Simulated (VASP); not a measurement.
CdS (Hawleyite):

```
CELL_PARAMETERS angstrom
0.00000 2.91650 2.91650
2.91650 0.00000 2.91650
2.91650 2.91650 0.00000
ATOMIC_POSITIONS crystal
Cd 0.00000 0.00000 0.00000
S 0.25000 0.25000 0.25000
```

| Quantity | Value |
| --- | --- |
| Program | VASP 6.6.1 |
| Task | relaxation of cell and atoms |
| Functional | PBE |
| Potentials or basis | VASP PAW PBE potentials, release 64 (Cd, S) |
| Cutoff | 600 eV |
| k mesh | 8 × 8 × 8 |
| Occupations | gaussian, width 0.02 eV |
| Spin | no spin polarisation |

At the start: pressure 3.2 GPa; volume 24.81 Å³/atom.

Where does the relaxation end?

Over 3 steps the energy falls by 12.6 meV/atom and the volume is 26.15 Å³/atom (+5.4 %); space group F-43m (No. 216, to 0.05 Å).

Step by step:
| step | energy change (eV) | largest force (eV/Å) | pressure (GPa) | volume (Å³) |
| --- | --- | --- | --- | --- |
| 1 | 0.0000 | 0.0000 | 3.18 | 49.62 |
| 2 | -0.0226 | 0.0000 | -0.91 | 53.23 |
| 3 | -0.0253 | 0.0000 | 0.01 | 52.29 |

Final structure:
```
Cd S
1.0
     0.00000    2.96803    2.96803
     2.96803    0.00000    2.96803
     2.96803    2.96803    0.00000
Cd S
1 1
Direct
  0.00000 0.00000 0.00000
  0.25000 0.25000 0.25000
```
